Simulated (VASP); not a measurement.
Data:

```
CdS
1.0
    0.00000     2.96820     2.96820
    2.96820     0.00000     2.96820
    2.96820     2.96820     0.00000
Cd S
1 1
Direct
  0.00000   0.00000   0.00000
  0.25000   0.25000   0.25000
```

These are revPBE GGA, VASP's PBE PAW potentials (set 64) (plane waves; VASP) values and carry that method's errors. Settings: 400 eV cut-off, 7×7×7 Γ-centred mesh, Gaussian smearing of 0.050 eV, potentials Cd S.

**Question.** Give the stress tensor in GPa (positive for a compressed cell).

**Answer.** 
```
1.13  0.00  0.00
0.00  1.13  0.00
0.00  0.00  1.13
```
The pressure is its mean diagonal, 1.13 GPa.

The compound is CdS in the zinc blende structure, a metastable form; wurtzite is the usual one. The cell was not relaxed at this level. The run is one of a series of settings (GGA = RE against the base run), some of them coarse on purpose.
